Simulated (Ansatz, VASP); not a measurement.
# Cross-check of Tl2Te between VASP and Ansatz, part 2 of 2

Wanted: the spread between two codes on one cell, functional and k mesh. The cell is generated by rule, not measured, and may not be a known phase. The cell is taken from a series of runs on this material, whose earlier steps may have relaxed, scaled, displaced or heated it; both programs get it as it stands.

VASP 6.6.1 and Ansatz 0.2.0.

So far: Starting point; Ansatz: zone-centre phonons, PBEsol; VASP: zone-centre phonons, PBEsol.

## Step 3: VASP: zone-centre phonons, PBEsol (continued)

Level of this step: PBEsol; plane waves and PAW (Te, Tl_d); invented cell (VASP).

Numbers of over 12 decimals in the logs are rounded to 6 here.

Parts of OUTCAR (step 3):

```text
ion  position               nearest neighbor table
   1  0.000  0.500  0.127-   4 3.20   6 3.20   4 3.20   6 3.20   5 3.20   3 3.20
   2  0.500  0.000  0.873-   3 3.20   5 3.20   3 3.20   5 3.20   4 3.20   6 3.20
   3  0.000  0.266  0.711-   2 3.20   2 3.20   1 3.20   6 3.51   6 3.51   5 3.58   5 4.07
   4  0.500  0.766  0.289-   1 3.20   1 3.20   2 3.20   5 3.51   5 3.51   6 3.58   6 4.07
   5  0.000  0.734  0.711-   2 3.20   2 3.20   1 3.20   4 3.51   4 3.51   3 3.58   3 4.07
   6  0.500  0.234  0.289-   1 3.20   1 3.20   2 3.20   3 3.51   3 3.51   4 3.58   4 4.07

  LATTYP: Found a simple orthorhombic cell.
 ALAT       =     4.4817267251
 B/A-ratio  =     1.4214491246
 C/A-ratio  =     1.7070420224

 Subroutine GETGRP returns: Found  8 space group operations
 (whereof  4 operations were pure point group operations)

The static configuration has the point symmetry C_2v.
 The point group associated with its full space group is D_2h.

 Found     60 irreducible k-points:

   k-points           NKPTS =     60   k-points in BZ     NKDIM =     60   number of bands    NBANDS=     39

   dimension x,y,z NGX =    36 NGY =   56 NGZ =   48
   dimension x,y,z NGXF=    72 NGYF=  112 NGZF=   96

   ENCUT  =  500.0 eV  36.75 Ry    6.06 a.u.   8.17 13.95 11.61*2*pi/ulx,y,z

   NELECT =      64.0000    total number of electrons

 k-points in reciprocal lattice and weights: Automatic mesh
   0.00000000  0.00000000  0.00000000       0.005
   0.12500000  0.00000000  0.00000000       0.010
   0.25000000  0.00000000  0.00000000       0.010
   0.37500000  0.00000000  0.00000000       0.010
   0.50000000  0.00000000  0.00000000       0.005
   0.00000000  0.25000000  0.00000000       0.010
   0.12500000  0.25000000  0.00000000       0.021
   0.25000000  0.25000000  0.00000000       0.021
   0.37500000  0.25000000  0.00000000       0.021
[...]
0.37500000  0.50000000  0.50000000       0.010
   0.50000000  0.50000000  0.50000000       0.005

 average (electrostatic) potential at core
       1 -89.3769       2 -89.3769       3 -84.7733       4 -84.7733       5 -84.7733
       6 -84.7733

 Eigenvectors and eigenvalues of the dynamical matrix
 ----------------------------------------------------

   1 f  =    3.263293 THz    20.503876 2PiTHz  108.851744 cm-1    13.495890 meV
             X         Y         Z           dx          dy          dz
      0.000000  3.825248  0.812206    -0.000000   -0.634471    0.000000
      2.240863  0.000000  5.558340     0.000000    0.634471    0.000000
      0.000000  2.036517  4.531712    -0.000000   -0.068932    0.209694
      2.240863  5.861765  1.838834     0.000000    0.068932    0.209694
      0.000000  5.613978  4.531712    -0.000000   -0.068932   -0.209694
      2.240863  1.788730  1.838834     0.000000    0.068932   -0.209694

   2 f  =    2.654236 THz    16.677057 2PiTHz   88.535786 cm-1    10.977034 meV
             X         Y         Z           dx          dy          dz
      0.000000  3.825248  0.812206    -0.000000    0.000000    0.552206
      2.240863  0.000000  5.558340     0.000000    0.000000   -0.552206
      0.000000  2.036517  4.531712    -0.000000   -0.256259   -0.178509
      2.240863  5.861765  1.838834     0.000000   -0.256259    0.178509
      0.000000  5.613978  4.531712    -0.000000    0.256259   -0.178509
      2.240863  1.788730  1.838834     0.000000    0.256259    0.178509

   3 f  =    2.563855 THz    16.109177 2PiTHz   85.521001 cm-1    10.603248 meV
             X         Y         Z           dx          dy          dz
      0.000000  3.825248  0.812206    -0.000000    0.000000    0.617513
      2.240863  0.000000  5.558340     0.000000    0.000000    0.617513
      0.000000  2.036517  4.531712    -0.000000    0.002241   -0.243585
      2.240863  5.861765  1.838834     0.000000   -0.002241   -0.243585
      0.000000  5.613978  4.531712    -0.000000   -0.002241   -0.243585
      2.240863  1.788730  1.838834     0.000000    0.002241   -0.243585

   4 f  =    2.557394 THz    16.068583 2PiTHz   85.305497 cm-1    10.576529 meV
             X         Y         Z           dx          dy          dz
      0.000000  3.825248  0.812206    -0.601954   -0.000000   -0.000000
      2.240863  0.000000  5.558340     0.601954   -0.000000   -0.000000
      0.000000  2.036517  4.531712    -0.262346    0.000000    0.000000
      2.240863  5.861765  1.838834     0.262346    0.000000    0.000000
      0.000000  5.613978  4.531712    -0.262346    0.000000    0.000000
      2.240863  1.788730  1.838834     0.262346   -0.000000    0.000000

   5 f  =    2.487581 THz    15.629932 2PiTHz   82.976768 cm-1    10.287803 meV
             X         Y         Z           dx          dy          dz
      0.000000  3.825248  0.812206    -0.000000    0.616687   -0.000000
      2.240863  0.000000  5.558340     0.000000    0.616687   -0.000000
      0.000000  2.036517  4.531712    -0.000000   -0.243339    0.025191
      2.240863  5.861765  1.838834    -0.000000   -0.243339   -0.025191
      0.000000  5.613978  4.531712    -0.000000   -0.243339   -0.025191
      2.240863  1.788730  1.838834     0.000000   -0.243339    0.025191

   6 f  =    2.417061 THz    15.186840 2PiTHz   80.624467 cm-1     9.996155 meV
             X         Y         Z           dx          dy          dz
      0.000000  3.825248  0.812206    -0.617294   -0.000000    0.000000
      2.240863  0.000000  5.558340    -0.617294   -0.000000    0.000000
      0.000000  2.036517  4.531712     0.243873    0.000000   -0.000000
      2.240863  5.861765  1.838834     0.243873   -0.000000   -0.000000
      0.000000  5.613978  4.531712     0.243873    0.000000   -0.000000
      2.240863  1.788730  1.838834     0.243873   -0.000000   -0.000000

   7 f  =    1.995433 THz    12.537674 2PiTHz   66.560474 cm-1     8.252443 meV
             X         Y         Z           dx          dy          dz
      0.000000  3.825248  0.812206    -0.000000    0.000000   -0.002587
      2.240863  0.000000  5.558340     0.000000   -0.000000   -0.002587
      0.000000  2.036517  4.531712    -0.000000    0.499995    0.001321
      2.240863  5.861765  1.838834    -0.000000   -0.499995    0.001321
      0.000000  5.613978  4.531712     0.000000   -0.499995    0.001321
      2.240863  1.788730  1.838834     0.000000    0.499995    0.001321

   8 f  =    1.968930 THz    12.371150 2PiTHz   65.676426 cm-1     8.142835 meV
             X         Y         Z           dx          dy          dz
      0.000000  3.825248  0.812206     0.000000   -0.000000   -0.042788
      2.240863  0.000000  5.558340    -0.000000   -0.000000    0.042788
      0.000000  2.036517  4.531712    -0.000000    0.253409   -0.429963
      2.240863  5.861765  1.838834    -0.000000    0.253409    0.429963
      0.000000  5.613978  4.531712    -0.000000   -0.253409   -0.429963
      2.240863  1.788730  1.838834     0.000000   -0.253409    0.429963

   9 f  =    1.566186 THz     9.840636 2PiTHz   52.242337 cm-1     6.477221 meV
             X         Y         Z           dx          dy          dz
      0.000000  3.825248  0.812206     0.000000    0.221785    0.000000
      2.240863  0.000000  5.558340    -0.000000   -0.221785   -0.000000
      0.000000  2.036517  4.531712    -0.000000    0.234723    0.412688
      2.240863  5.861765  1.838834    -0.000000   -0.234723    0.412688
      0.000000  5.613978  4.531712     0.000000    0.234723   -0.412688
      2.240863  1.788730  1.838834     0.000000   -0.234723   -0.412688

  10 f  =    1.520741 THz     9.555100 2PiTHz   50.726474 cm-1     6.289278 meV
             X         Y         Z           dx          dy          dz
      0.000000  3.825248  0.812206    -0.000000    0.000000   -0.000000
      2.240863  0.000000  5.558340     0.000000   -0.000000    0.000000
      0.000000  2.036517  4.531712     0.500000   -0.000000    0.000000
      2.240863  5.861765  1.838834     0.500000    0.000000    0.000000
      0.000000  5.613978  4.531712    -0.500000   -0.000000   -0.000000
      2.240863  1.788730  1.838834    -0.500000   -0.000000    0.000000

  11 f  =    1.181160 THz     7.421445 2PiTHz   39.399243 cm-1     4.884881 meV
             X         Y         Z           dx          dy          dz
      0.000000  3.825248  0.812206    -0.000000   -0.000000    0.000000
      2.240863  0.000000  5.558340     0.000000    0.000000   -0.000000
      0.000000  2.036517  4.531712    -0.500000    0.000000    0.000000
      2.240863  5.861765  1.838834     0.500000   -0.000000   -0.000000
      0.000000  5.613978  4.531712     0.500000   -0.000000   -0.000000
      2.240863  1.788730  1.838834    -0.500000   -0.000000    0.000000

  12 f  =    1.116802 THz     7.017076 2PiTHz   37.252518 cm-1     4.618722 meV
             X         Y         Z           dx          dy          dz
      0.000000  3.825248  0.812206    -0.000000   -0.029793   -0.000000
      2.240863  0.000000  5.558340     0.000000   -0.029793    0.000000
      0.000000  2.036517  4.531712     0.000000    0.013942    0.499361
      2.240863  5.861765  1.838834    -0.000000    0.013942   -0.499361
      0.000000  5.613978  4.531712    -0.000000    0.013942   -0.499361
      2.240863  1.788730  1.838834     0.000000    0.013942    0.499361

  13 f  =    0.974260 THz     6.121458 2PiTHz   32.497825 cm-1     4.029215 meV
             X         Y         Z           dx          dy          dz
      0.000000  3.825248  0.812206    -0.371013   -0.000000    0.000000
      2.240863  0.000000  5.558340     0.371013    0.000000   -0.000000
      0.000000  2.036517  4.531712     0.425646    0.000000   -0.000000
      2.240863  5.861765  1.838834    -0.425646    0.000000    0.000000
      0.000000  5.613978  4.531712     0.425646   -0.000000    0.000000
      2.240863  1.788730  1.838834    -0.425646   -0.000000   -0.000000
    [... 43 further lines ...]
      0.000000  5.613978  4.531712     0.000000    0.436568    0.001907
      2.240863  1.788730  1.838834     0.000000    0.436568   -0.001907

 ELASTIC MODULI CONTR FROM IONIC RELAXATION (kBar)
 Direction    XX          YY          ZZ          XY          YZ          ZX
 --------------------------------------------------------------------------------
 XX         -93.1905    -88.8508    -22.1897      0.0000      0.0000     -0.0000
 YY         -88.8508   -120.2490    -86.3309      0.0000      0.0000     -0.0000
 ZZ         -22.1897    -86.3309   -135.6627      0.0000      0.0000     -0.0000
 XY           0.0000      0.0000      0.0000    -97.8716      0.0000      0.0000
 YZ           0.0000      0.0000     -0.0000      0.0000   -119.2002     -0.0000
 ZX          -0.0000     -0.0000     -0.0000      0.0000     -0.0000    -22.1915
 --------------------------------------------------------------------------------
```

Energies printed during the response cycles are not total energies of the cell. The k-mesh is coarse for a metal. The PAW data sets were made with PBE, which is usual practice but a small mismatch for other functionals.

## Step 4: Comparison

Known differences besides the potentials themselves: the data sets hold 84 valence electrons in Ansatz (on its default PAW (the set named soft_2) files) and 64 in VASP; the cutoff is 420 eV in Ansatz and 500 eV in VASP; Ansatz makes its cores anew for this functional, VASP keeps those of its PBE data sets. Total energies have different zeros and are not compared.

Compared:

| quantity | Ansatz | VASP | difference |
| --- | --- | --- | --- |
| optical mode 1 (cm⁻¹) | 27.2 | 26.9 | +0.2 |
| optical mode 2 (cm⁻¹) | 30.8 | 30.7 | +0.1 |
| optical mode 3 (cm⁻¹) | 32.4 | 32.5 | -0.1 |
| optical mode 4 (cm⁻¹) | 37.3 | 37.3 | 0.0 |
| optical mode 5 (cm⁻¹) | 39.3 | 39.4 | -0.1 |
| optical mode 6 (cm⁻¹) | 50.5 | 50.7 | -0.47 % |
| optical mode 7 (cm⁻¹) | 52.0 | 52.2 | -0.44 % |
| optical mode 8 (cm⁻¹) | 65.8 | 65.7 | +0.23 % |
| optical mode 9 (cm⁻¹) | 66.5 | 66.6 | -0.17 % |
| optical mode 10 (cm⁻¹) | 80.3 | 80.6 | -0.35 % |
| optical mode 11 (cm⁻¹) | 82.6 | 83.0 | -0.45 % |
| optical mode 12 (cm⁻¹) | 84.8 | 85.3 | -0.60 % |
| optical mode 13 (cm⁻¹) | 85.1 | 85.5 | -0.54 % |
| optical mode 14 (cm⁻¹) | 88.2 | 88.5 | -0.32 % |
| optical mode 15 (cm⁻¹) | 108.2 | 108.9 | -0.55 % |

Modes are paired by rising frequency, not by their patterns, so a pair may set unlike modes beside each other; they are those without the splitting of longitudinal modes.

## Step 5: Results

```yaml
r_m_s_difference_of_the_optical_zone_centre_modes_each_program_s_sorted_by_frequency_zone_centre_phonons_pbesol: 0.30 cm⁻¹
difference_in_optical_mode_12_zone_centre_phonons_pbesol: -0.6 %
```

In words: The r.m.s. difference of the optical zone-centre modes, each program's sorted by frequency is 0.30 cm⁻¹ (zone-centre phonons, PBEsol). The data sets hold unlike numbers of valence electrons (84 in Ansatz and 64 in VASP), so part of the differences comes from the potentials. Among the rows given in per cent, the largest difference of the zone-centre phonons, PBEsol pair is in optical mode 12, -0.6 %. How closely two codes agree says nothing of how well the functional describes the real material.

[Lines on the potential files, build, host, timing and source positions are cut from VASP's logs without a mark.]

[Logs are printed without paths, hosts, clocks, repeated set-up lines and the standing remarks that a program may print on its own settings, such as how far it seeks lower states.]

[Hosts, paths, dates, database ids (printed as entryN), source tags and the programs' standing remarks are cut or masked in the printed files.]
